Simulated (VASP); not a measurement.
# Adsorption sites of N on Co(0001), part 7 of 8

Where does N sit on Co(0001), and how strongly does it bind?

VASP 6.6.1, plane waves and PAW; the level of theory is named at each step.

Still holding for the runs below: The magnetic state follows from one typed start and may not be the lowest.

So far. Step 8 (Potential and states with the adsorbate, site ontop): The vacuum level lies 5.81 eV above the Fermi level at the upper face; the two faces differ by 1.08 eV, the step that the slab's dipole of 0.131 e·Å makes. Step 10 (Going on with the relaxation): The run ended after 25 ionic steps, 0.032 eV below its first step, once the forces on the free atoms met EDIFFG = -0.03.

## Step 11: Potential and states with the adsorbate, site bridge

Level of this step: RPBE, spin-polarised from a ferromagnetic start; plane waves and PAW (Co, N) (VASP).

INCAR

```
SYSTEM = Co12N
PREC = Normal
ENCUT = 440
EDIFF = 1E-06
NELM = 120
ISMEAR = 1
SIGMA = 0.15
LREAL = Auto
ALGO = Fast
GGA = RP
NBANDS = 90
ISPIN = 2
MAGMOM = 2 2 2 2 2 2 2 2 2 2 2 2 0
LASPH = .TRUE.
LMAXMIX = 4
LORBIT = 11
LWAVE = .FALSE.
LCHARG = .FALSE.
KPAR = 4
IDIPOL = 3
LDIPOL = .TRUE.
DIPOL = 0.5 0.5 0.51
LVHAR = .TRUE.
LVACPOTAV = .TRUE.
NEDOS = 1500
```

POSCAR

```
Co12N
1.0
    5.0237193640      0.0000000000      0.0000000000
    2.5118596820      4.3506685907      0.0000000000
    0.0000000000      0.0000000000     19.0686182875
Co N
12 1
Selective dynamics
Direct
    0.0000000000      0.0000000000      0.3933163800  F F F
    0.5000000000      0.0000000000      0.3933163800  F F F
    0.0000000000      0.5000000000      0.3933163800  F F F
    0.5000000000      0.5000000000      0.3933163800  F F F
    0.8340838772      0.3327302499      0.4970049776  T T T
    0.3331858630      0.3327302499      0.4970049776  T T T
    0.8339837362      0.8320325176      0.4969659273  T T T
    0.3339196000      0.8321607900      0.4950697232  T T T
    0.9919909505      0.0034102662      0.6043815251  T T T
    0.5045987834      0.0034102662      0.6043815251  T T T
    0.0002203500      0.4995592999      0.5981134447  T T T
    0.5046894235      0.4906211529      0.6045130927  T T T
    0.3335610864      0.8328778274      0.6547169293  T T T
```

KPOINTS

```
Automatic mesh
0
Gamma
6 6 1
0 0 0
```

Potentials, in the order of the species: Co and N (PBE family, release 64).

Started as:

```
> mpirun -np 4 vasp_std
```

The log of the run:

```text
[... set-up lines as in an earlier step ...]
 entering main loop
       N       E                     dE             d eps       ncg     rms          rms(c)
DAV:   1     0.848924292694E+03    0.84892E+03   -0.42935E+04  4680   0.111E+03
DAV:   2    -0.348469252499E+01   -0.85241E+03   -0.78902E+03  4690   0.283E+02
DAV:   3    -0.895144824227E+02   -0.86030E+02   -0.77010E+02  5458   0.117E+02
DAV:   4    -0.946405694871E+02   -0.51261E+01   -0.50142E+01  5108   0.281E+01
[...]
RMM:  41    -0.812630982208E+02   -0.24880E-05   -0.16415E-07  3679   0.149E-03    0.152E-03
RMM:  42    -0.812631006792E+02   -0.24584E-05   -0.13403E-07  3658   0.136E-03    0.806E-04
RMM:  43    -0.812631015532E+02   -0.87405E-06   -0.55092E-08  3349   0.988E-04
 [... a notice as in an earlier step ...]

   1 F= -.81263102E+02 E0= -.81266883E+02  d E =0.113452E-01  mag=    18.1698
```

Wall time 3.9 min (4 MPI ranks of Intel Xeon 6975P-C (Granite Rapids), shared host); peak memory 2.6 GiB; 14 min of CPU time.

From OUTCAR (step 11):

```text
  Total       -2.6051695     -2.5514929     -0.4003509      0.0000000      0.0412129      0.0000000
  in kB      -10.0148851     -9.8085397     -1.5390431      0.0000000      0.1584323      0.0000000
  external PRESSURE =      -7.1208226 kB  Pullay stress =       0.0000000 kB

 POSITION                                       TOTAL-FORCE (eV/Angst)
 -----------------------------------------------------------------------------------
      0.00000      0.00000      7.50000        -0.028888      0.013185     -0.015656
      2.51186      0.00000      7.50000         0.028888      0.013185     -0.015656
      1.25593      2.17533      7.50000        -0.000000     -0.002756      0.058984
      3.76779      2.17533      7.50000         0.000000     -0.041876     -0.015728
      5.02598      1.44760      9.47720        -0.003961      0.004152     -0.000305
      2.50960      1.44760      9.47720         0.003961      0.004152     -0.000305
      6.27965      3.61990      9.47645         0.000000     -0.000262      0.000341
      3.76779      3.62046      9.44030        -0.000000      0.009020      0.003312
      4.99205      0.01484     11.52472         0.002864     -0.000307      0.002308
      2.54353      0.01484     11.52472        -0.002864     -0.000307      0.002308
      1.25593      2.17342     11.40520         0.000000     -0.004340     -0.004061
      3.76779      2.13453     11.52723         0.000000      0.014466     -0.003505
      3.76779      3.62358     12.48455        -0.000000     -0.008312     -0.012038
 -----------------------------------------------------------------------------------
    total drift:                                0.000007     -0.018885      0.075931

  FREE ENERGIE OF THE ION-ELECTRON SYSTEM (eV)
  ---------------------------------------------------
  free  energy   TOTEN  =       -81.2631015532 eV

  energy  without entropy=      -81.2744467761  energy(sigma->0) =      -81.26688329

[... 3 parts as in an earlier step ...]

[... 1 further part left out ...]
[key lines of the parts left out:]
E-fermi :   0.0664
```

The adsorbate has slid 0.73 Å off the bridge site, so these numbers belong to another place.

The map of layer states is cut here 0.5 eV above the Fermi level, so it leaves out the states above that.

At the end the adsorbate's closest contact with the slab is N-Co at 1.77 Å, 1.49 Å to the side of the slab's atom, and its lowest atom lies 0.96 Å above the highest atom of the slab.

The vacuum level lies 5.30 eV above the Fermi level at the upper face; the two faces differ by 0.48 eV, the step that the slab's dipole of 0.058 e·Å makes.

VASP counts the dipole in electrons times Å, so a positive number points the physical dipole along −c.

The program found no field-free point at its default tolerance, but its printed level agrees with the flat part of the planar average.

On this mesh the fine structure of the density of states is sampling noise, and high empty states may be cut by the number of bands.

## Step 12: Relaxing the adsorbate, site fcc

INCAR: that of step 11 with these lines changed.

```diff
@@ -3,3 +3,3 @@
 ENCUT = 440
-EDIFF = 1E-06
+EDIFF = 1E-05
 NELM = 120
@@ -19,7 +19,10 @@
 KPAR = 4
+IBRION = 2
+NSW = 50
+ISIF = 2
+EDIFFG = -0.03
+POTIM = 0.4
+MAXMIX = 40
 IDIPOL = 3
 LDIPOL = .TRUE.
-DIPOL = 0.5 0.5 0.51
-LVHAR = .TRUE.
-LVACPOTAV = .TRUE.
-NEDOS = 1500
+DIPOL = 0.5 0.5 0.511
```

POSCAR

```
Co12N
1.0
    5.0237193640      0.0000000000      0.0000000000
    2.5118596820      4.3506685907      0.0000000000
    0.0000000000      0.0000000000     19.0686182875
Co N
12 1
Selective dynamics
Direct
    0.0000000000      0.0000000000      0.3933163800  F F F
    0.5000000000      0.0000000000      0.3933163800  F F F
    0.0000000000      0.5000000000      0.3933163800  F F F
    0.5000000000      0.5000000000      0.3933163800  F F F
    0.8333333300      0.3333333300      0.4979196800  T T T
    0.3333333300      0.3333333300      0.4979196800  T T T
    0.8333333300      0.8333333300      0.4979196800  T T T
    0.3333333300      0.8333333300      0.4979196800  T T T
    0.0000000000      0.0000000000      0.6029254200  T T T
    0.5000000000      0.0000000000      0.6029254200  T T T
    0.0000000000      0.5000000000      0.6029254200  T T T
    0.5000000000      0.5000000000      0.6029254200  T T T
    0.1666666700      0.1666666700      0.6632339300  T T T
```

KPOINTS is that of step 11.

Started as:

```
> mpirun -np 4 vasp_std
```

The log of the run:

```text
[... set-up lines as in an earlier step ...]
 entering main loop
       N       E                     dE             d eps       ncg     rms          rms(c)
DAV:   1     0.848274998286E+03    0.84827E+03   -0.43003E+04  2520   0.111E+03
DAV:   2    -0.460045733848E+01   -0.85288E+03   -0.79053E+03  2520   0.284E+02
DAV:   3    -0.895032098617E+02   -0.84903E+02   -0.75767E+02  2988   0.116E+02
DAV:   4    -0.945178823252E+02   -0.50147E+01   -0.48877E+01  2766   0.276E+01
[...]
RMM:  38    -0.809172691761E+02   -0.10496E-03   -0.47623E-06  1571   0.538E-03    0.317E-03
RMM:  39    -0.809172970397E+02   -0.27864E-04   -0.12226E-06  1506   0.362E-03    0.303E-03
RMM:  40    -0.809173043484E+02   -0.73087E-05   -0.54608E-07  1318   0.277E-03
   1 F= -.80917304E+02 E0= -.80913416E+02  d E =-.809173E+02  mag=    19.2031
[... from here on, the cycles between the ionic steps are left out ...]
   2 F= -.81061299E+02 E0= -.81059310E+02  d E =-.143995E+00  mag=    18.3198
   3 F= -.81069540E+02 E0= -.81068262E+02  d E =-.152235E+00  mag=    18.1742
   4 F= -.81099497E+02 E0= -.81098149E+02  d E =-.299576E-01  mag=    18.2360
   5 F= -.81107076E+02 E0= -.81105941E+02  d E =-.375368E-01  mag=    18.2824
   6 F= -.81107161E+02 E0= -.81106008E+02  d E =-.376217E-01  mag=    18.2788
   7 F= -.81111644E+02 E0= -.81111061E+02  d E =-.448266E-02  mag=    18.2137
   8 F= -.81113844E+02 E0= -.81113864E+02  d E =-.668231E-02  mag=    18.1564
   9 F= -.81116133E+02 E0= -.81116268E+02  d E =-.228917E-02  mag=    18.1759
  10 F= -.81116337E+02 E0= -.81116511E+02  d E =-.249295E-02  mag=    18.1835
  11 F= -.81117271E+02 E0= -.81117565E+02  d E =-.934691E-03  mag=    18.1599
  12 F= -.81117312E+02 E0= -.81117646E+02  d E =-.975104E-03  mag=    18.1521
  13 F= -.81117434E+02 E0= -.81117656E+02  d E =-.122449E-03  mag=    18.1654
 trial-energy change:   -0.000122  1 .order   -0.000187   -0.000397    0.000023
 step:   1.3307(harm=  1.5809)  dis= 0.00227  next Energy=   -81.117437 (dE=-0.125E-03)
 reached required accuracy - stopping structural energy minimisation
```

Wall time 9.3 min (4 MPI ranks); peak memory 2.2 GiB.

Parts of OUTCAR (step 12):

```text
  Total       -3.4430853     -3.4430853     -0.5079416      0.0000000      0.0000000      0.0000000
  in kB      -13.2360309    -13.2360309     -1.9526472      0.0000000      0.0000000      0.0000000
  external PRESSURE =      -9.4749030 kB  Pullay stress =       0.0000000 kB

 POSITION                                       TOTAL-FORCE (eV/Angst)
 -----------------------------------------------------------------------------------
      0.00000      0.00000      7.50000        -0.027095     -0.015643     -0.002450
      2.51186      0.00000      7.50000         0.027095     -0.015643     -0.002450
      1.25593      2.17533      7.50000        -0.000000      0.031287     -0.002450
      3.76779      2.17533      7.50000        -0.000000      0.000000      0.049837
      5.03005      1.44657      9.46533         0.000127     -0.000073     -0.005607
      2.50553      1.44657      9.46533        -0.000127     -0.000073     -0.005607
      6.27965      3.62556      9.45032        -0.000000     -0.000000     -0.010179
      3.76779      3.63287      9.46533        -0.000000      0.000146     -0.005607
      7.51715      4.34003     11.56288         0.006979      0.004029      0.002967
      5.04215      4.34003     11.56288        -0.006979      0.004029      0.002967
      6.27965      2.19662     11.56288        -0.000000     -0.008058      0.002967
      3.76779      2.17533     11.38584        -0.000000     -0.000000     -0.001011
      1.25593      0.72511     12.55344        -0.000000      0.000000     -0.023377
 -----------------------------------------------------------------------------------
    total drift:                                0.000003      0.000002      0.105613

  FREE ENERGIE OF THE ION-ELECTRON SYSTEM (eV)
  ---------------------------------------------------
  free  energy   TOTEN  =       -81.1174342203 eV

  energy  without entropy=      -81.1180989504  energy(sigma->0) =      -81.11765580

 magnetization (x)
# of ion       s       p       d       tot
------------------------------------------
    1       -0.013  -0.053   1.795   1.728
    2       -0.013  -0.053   1.795   1.728
    3       -0.013  -0.053   1.795   1.728
    4       -0.012  -0.052   1.794   1.730
    5       -0.017  -0.053   1.810   1.740
    6       -0.017  -0.053   1.810   1.740
    7       -0.006  -0.047   1.760   1.707
    8       -0.017  -0.053   1.810   1.740
    9       -0.006  -0.029   0.964   0.929
   10       -0.006  -0.029   0.964   0.929
   11       -0.006  -0.029   0.964   0.929
   12       -0.003  -0.018   1.901   1.879
   13        0.000  -0.067   0.000  -0.067
--------------------------------------------------
tot         -0.130  -0.591  19.162  18.440

[... 3 parts as in an earlier step ...]

[... 1 further part left out ...]
[key lines of the parts left out:]
E-fermi :   0.0511
```

Step by step:

| step | energy less that of the first step (eV) | largest force (eV/Å) |
| --- | --- | --- |
| 1 | 0.0000 | 1.6152 |
| 2 | -0.1440 | 0.4052 |
| 3 | -0.1522 | 0.5104 |
| 4 | -0.1822 | 0.3234 |
| 5 | -0.1898 | 0.2286 |
| 6 | -0.1899 | 0.2444 |
| 7 | -0.1943 | 0.1819 |
| 8 | -0.1965 | 0.1532 |
| 9 | -0.1988 | 0.0542 |
| 10 | -0.1990 | 0.0739 |
| 11 | -0.2000 | 0.0378 |
| 12 | -0.2000 | 0.0371 |
| 13 | -0.2001 | 0.0234 |

The atoms that moved most (Å):

| atom | dx | dy | dz | length |
| --- | --- | --- | --- | --- |
| Co12 | 0.000 | 0.000 | -0.111 | 0.111 |
| N13 | 0.000 | 0.000 | -0.094 | 0.094 |
| Co11 | 0.000 | 0.021 | 0.066 | 0.069 |
| Co9 | -0.018 | -0.011 | 0.066 | 0.069 |
| Co10 | 0.018 | -0.011 | 0.066 | 0.069 |
| Co7 | 0.000 | 0.000 | -0.044 | 0.044 |
| Co6 | -0.006 | -0.004 | -0.029 | 0.030 |
| Co8 | 0.000 | 0.007 | -0.029 | 0.030 |

Final coordinates:

```cif
data_structure
_symmetry_space_group_name_H-M 'P 1'
_symmetry_Int_Tables_number 1
_cell_length_a 5.0237
_cell_length_b 5.0237
_cell_length_c 19.0686
_cell_angle_alpha 90.000
_cell_angle_beta 90.000
_cell_angle_gamma 60.000
_cell_volume 416.77
loop_
_atom_site_label
_atom_site_type_symbol
_atom_site_fract_x
_atom_site_fract_y
_atom_site_fract_z
_atom_site_occupancy
Co1 Co 0.00000 0.00000 0.39332 1
Co2 Co 0.50000 0.00000 0.39332 1
Co3 Co 0.00000 0.50000 0.39332 1
Co4 Co 0.50000 0.50000 0.39332 1
Co5 Co 0.83501 0.33249 0.49638 1
Co6 Co 0.33249 0.33249 0.49638 1
Co7 Co 0.83333 0.83333 0.49560 1
Co8 Co 0.33249 0.83501 0.49638 1
Co9 Co 0.99755 0.99755 0.60638 1
Co10 Co 0.50489 0.99755 0.60638 1
Co11 Co 0.99755 0.50489 0.60638 1
Co12 Co 0.50000 0.50000 0.59710 1
N13 N 0.16667 0.16667 0.65833 1
```

Spin moment in the PAW sphere by atom:

| atom | spin moment in the PAW sphere (μB) |
| --- | --- |
| Co1 | 1.73 |
| Co2 | 1.73 |
| Co3 | 1.73 |
| Co4 | 1.73 |
| Co5 | 1.74 |
| Co6 | 1.74 |
| Co7 | 1.71 |
| Co8 | 1.74 |
| Co9 | 0.93 |
| Co10 | 0.93 |
| Co11 | 0.93 |
| Co12 | 1.88 |
| N13 | -0.07 |

The run ended after 13 ionic steps, 0.200 eV below its first step, once the forces on the free atoms met EDIFFG = -0.03.

## Step 13: Potential and states with the adsorbate, site fcc

INCAR

```
SYSTEM = Co12N
PREC = Normal
ENCUT = 440
EDIFF = 1E-06
NELM = 120
ISMEAR = 1
SIGMA = 0.15
LREAL = Auto
ALGO = Fast
GGA = RP
NBANDS = 90
ISPIN = 2
MAGMOM = 2 2 2 2 2 2 2 2 2 2 2 2 0
LASPH = .TRUE.
LMAXMIX = 4
LORBIT = 11
LWAVE = .FALSE.
LCHARG = .FALSE.
KPAR = 4
IDIPOL = 3
LDIPOL = .TRUE.
DIPOL = 0.5 0.5 0.51
LVHAR = .TRUE.
LVACPOTAV = .TRUE.
NEDOS = 1500
```

POSCAR

```
Co12N
1.0
    5.0237193640      0.0000000000      0.0000000000
    2.5118596820      4.3506685907      0.0000000000
    0.0000000000      0.0000000000     19.0686182875
Co N
12 1
Selective dynamics
Direct
    0.0000000000      0.0000000000      0.3933163800  F F F
    0.5000000000      0.0000000000      0.3933163800  F F F
    0.0000000000      0.5000000000      0.3933163800  F F F
    0.5000000000      0.5000000000      0.3933163800  F F F
    0.8350137020      0.3324931440      0.4963828247  T T T
    0.3324931440      0.3324931440      0.4963828247  T T T
    0.8333333300      0.8333333300      0.4955952986  T T T
    0.3324931440      0.8350137020      0.4963828247  T T T
    0.9975541597      0.9975541597      0.6063825102  T T T
    0.5048916806      0.9975541597      0.6063825102  T T T
    0.9975541597      0.5048916806      0.6063825102  T T T
    0.5000000000      0.5000000000      0.5970983706  T T T
    0.1666666700      0.1666666700      0.6583297084  T T T
```

KPOINTS is that of step 12.

Started as:

```
> mpirun -np 4 vasp_std
```

The log of the run:

```text
[... set-up lines as in an earlier step ...]
 entering main loop
       N       E                     dE             d eps       ncg     rms          rms(c)
DAV:   1     0.850006617309E+03    0.85001E+03   -0.43026E+04  2520   0.111E+03
DAV:   2    -0.367695778908E+01   -0.85368E+03   -0.79094E+03  2528   0.284E+02
DAV:   3    -0.897549631881E+02   -0.86078E+02   -0.77163E+02  3016   0.117E+02
DAV:   4    -0.946807293517E+02   -0.49258E+01   -0.48285E+01  2752   0.277E+01
[...]
RMM:  41    -0.811174368361E+02   -0.32015E-05   -0.13523E-07  1855   0.129E-03    0.111E-03
RMM:  42    -0.811174381047E+02   -0.12686E-05   -0.65674E-08  1817   0.112E-03    0.621E-04
RMM:  43    -0.811174387435E+02   -0.63883E-06   -0.31232E-08  1606   0.828E-04
 [... a notice as in an earlier step ...]

   1 F= -.81117439E+02 E0= -.81117660E+02  d E =0.662287E-03  mag=    18.1655
```

It took 2.5 min on 4 MPI ranks; peak memory 2 GiB; 8 min of CPU time.

OUTCAR, selected parts (step 13):

```text
  Total       -3.4388526     -3.4388526     -0.5024403      0.0000000      0.0000000      0.0000000
  in kB      -13.2197593    -13.2197593     -1.9314987      0.0000000      0.0000000      0.0000000
  external PRESSURE =      -9.4570057 kB  Pullay stress =       0.0000000 kB

 POSITION                                       TOTAL-FORCE (eV/Angst)
 -----------------------------------------------------------------------------------
      0.00000      0.00000      7.50000        -0.027120     -0.015658     -0.002277
      2.51186      0.00000      7.50000         0.027120     -0.015658     -0.002277
      1.25593      2.17533      7.50000         0.000000      0.031316     -0.002277
      3.76779      2.17533      7.50000        -0.000000     -0.000000      0.050015
      5.03005      1.44657      9.46533         0.000005     -0.000003     -0.005868
      2.50553      1.44657      9.46533        -0.000005     -0.000003     -0.005868
      6.27965      3.62556      9.45032        -0.000000     -0.000000     -0.009859
      3.76779      3.63287      9.46533        -0.000000      0.000005     -0.005868
      7.51715      4.34003     11.56288         0.006960      0.004019      0.002813
      5.04215      4.34003     11.56288        -0.006960      0.004019      0.002813
      6.27965      2.19662     11.56288        -0.000000     -0.008037      0.002813
      3.76779      2.17533     11.38584        -0.000000     -0.000000     -0.001196
      1.25593      0.72511     12.55344        -0.000000     -0.000000     -0.022961
 -----------------------------------------------------------------------------------
    total drift:                                0.000003      0.000002      0.104115

  FREE ENERGIE OF THE ION-ELECTRON SYSTEM (eV)
  ---------------------------------------------------
  free  energy   TOTEN  =       -81.1174387435 eV

  energy  without entropy=      -81.1181010308  energy(sigma->0) =      -81.11765951

[... 3 parts as in an earlier step ...]

[... 1 further part left out ...]
[key lines of the parts left out:]
E-fermi :   0.0538
```

Zero at the Fermi level. The planar average of the electrostatic potential by height:

| height (Å) | planar average of the electrostatic potential (eV) |
| --- | --- |
| 0.0 | 5.19 |
| 0.5 | 4.80 |
| 1.0 | 4.80 |
| 1.5 | 4.80 |
| 2.0 | 4.80 |
| 2.5 | 4.80 |
| 3.0 | 4.80 |
| 3.5 | 4.80 |
| 4.0 | 4.79 |
| 4.5 | 4.77 |
| 5.0 | 4.71 |
| 5.5 | 4.48 |
| 6.0 | 3.72 |
| 6.5 | 1.03 |
| 7.0 | -8.95 |
| 7.5 | -21.9 |
| 8.0 | -9.13 |
| 8.5 | -1.45 |
| 9.0 | -10.6 |
| 9.5 | -21.8 |
| 10.0 | -7.90 |
| 10.5 | -0.692 |
| 11.0 | -8.46 |
| 11.5 | -21.6 |
| 12.0 | -10.8 |
| 12.5 | -2.11 |
| 13.0 | 2.36 |
| 13.5 | 4.80 |
| 14.0 | 5.25 |
| 14.5 | 5.34 |
| 15.0 | 5.36 |
| 15.5 | 5.37 |
| 16.0 | 5.37 |
| 16.5 | 5.37 |
| 17.0 | 5.37 |
| 17.5 | 5.37 |
| 18.0 | 5.37 |
| 18.5 | 5.37 |

The map of layer states is cut here 0.5 eV above the Fermi level, so it leaves out the states above that.

At the end the adsorbate's closest contact with the slab is N-Co at 1.77 Å, 1.47 Å to the side of the slab's atom, and its lowest atom lies 0.99 Å above the highest atom of the slab.

The vacuum level lies 5.37 eV above the Fermi level at the upper face; the two faces differ by 0.57 eV, the step that the slab's dipole of 0.069 e·Å makes.

VASP counts the dipole in electrons times Å, so a positive number points the physical dipole along −c.

The program found no field-free point at its default tolerance, but its printed level agrees with the flat part of the planar average.

On this mesh the fine structure of the density of states is sampling noise, and high empty states may be cut by the number of bands.

(Continued in part 8 of 8.)

[Lines on the potential files, build, host, timing and source positions are cut from VASP's logs without a mark.]

[Logs are printed without paths, hosts, clocks, repeated set-up lines and the standing remarks that a program may print on its own settings, such as how far it seeks lower states.]

[Hosts, paths, dates, database ids (printed as entryN), source tags and the programs' standing remarks are cut or masked in the printed files.]

[Runs that stopped without an error message from VASP are left out.]
